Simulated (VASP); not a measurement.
Input:

```
CELL_PARAMETERS angstrom
      1.47500    -2.55477     0.00000
      1.47500     2.55477     0.00000
      0.00000     0.00000     4.68000
ATOMIC_POSITIONS crystal
  Ti 0.33333 0.66667 0.25000
  Ti 0.66667 0.33333 0.75000
```

Method: PBE GGA, VASP's PBE PAW potentials (set 64) (plane waves; VASP). Run with 400 eV cut-off, 2×2×1 Γ-centred mesh, first-order Methfessel-Paxton smearing of 0.10 eV, potentials Ti_sv.

Give the stress tensor in GPa (positive for a compressed cell).

```
 10.87    0.00    0.00
  0.00   10.87    0.00
  0.00    0.00  -50.17
```
The pressure is its mean diagonal, -9.48 GPa.

The compound is Ti in the hcp structure. The cell was not relaxed at this level. The k-mesh is coarse (spacing up to 1.34 per Å, 2π included), so the numbers may not be converged in it. The run is one of a series of settings (KPOINTS 2×2×1 Γ-centred mesh against the base run), some of them coarse on purpose.
